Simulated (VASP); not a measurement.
Here is a VASP 6.6.1 calculation.

The input INCAR:

```
ALGO     = Normal         # electronic algorithm
EDIFF    = 1E-6           # SCF threshold, eV
EDIFFG   = -0.01          # ionic threshold
ENCUT    = 600            # plane-wave cutoff, eV
GGA      = CA             # functional
IBRION   = 2              # ionic algorithm
ISIF     = 3              # what is computed and relaxed
ISMEAR   = 0              # smearing method
KPAR     = 4            
LASPH    = True           # aspherical terms in the spheres
LCHARG   = False          # write CHGCAR
LREAL    = False          # projectors in reciprocal space
LWAVE    = False          # write WAVECAR
NELM     = 80             # most SCF steps
NSW      = 90             # ionic steps
PREC     = Accurate       # precision mode
SIGMA    = 0.03           # smearing width, eV
```

File KPOINTS:

```
k-points
0
Gamma
  12 12 2
```

The input POSCAR:

```
Ti4AlC3
1.0
    3.0600000000      0.0000000000      0.0000000000
   -1.5300000000      2.6500377400      0.0000000000
    0.0000000000      0.0000000000     23.6100000000
Ti Al C
8 2 6
Direct
    0.3333333300      0.6666666700      0.0560000000
    0.6666666700      0.3333333300      0.9440000000
    0.6666666700      0.3333333300      0.5560000000
    0.3333333300      0.6666666700      0.4440000000
    0.0000000000      0.0000000000      0.1520000000
    0.0000000000      0.0000000000      0.8480000000
    0.0000000000      0.0000000000      0.6520000000
    0.0000000000      0.0000000000      0.3480000000
    0.3333333300      0.6666666700      0.2500000000
    0.6666666700      0.3333333300      0.7500000000
    0.0000000000      0.0000000000      0.0000000000
    0.0000000000      0.0000000000      0.5000000000
    0.6666666700      0.3333333300      0.1106000000
    0.3333333300      0.6666666700      0.8894000000
    0.3333333300      0.6666666700      0.6106000000
    0.6666666700      0.3333333300      0.3894000000
```

Potentials or basis: VASP PAW LDA potentials, release 64 (Ti_sv, Al, C).

Launch:

```sh
$ cat potpaw_LDA.64/Ti_sv/POTCAR potpaw_LDA.64/Al/POTCAR potpaw_LDA.64/C/POTCAR > POTCAR
$ mpirun -np 4 vasp_std > vasp.out
```

(1) Estimate the space group after relaxing (to 0.05 Å).

(2) Predict the band gap on the k mesh.

(3) Predict the relaxed cell.

## Answers

(1) P6_3/mmc (No. 194).

(2) none (metal or under the smearing width).

(3) a = 3.033 Å, b = 3.033 Å, c = 23.188 Å, α = 90.00°, β = 90.00°, γ = 120.00°.
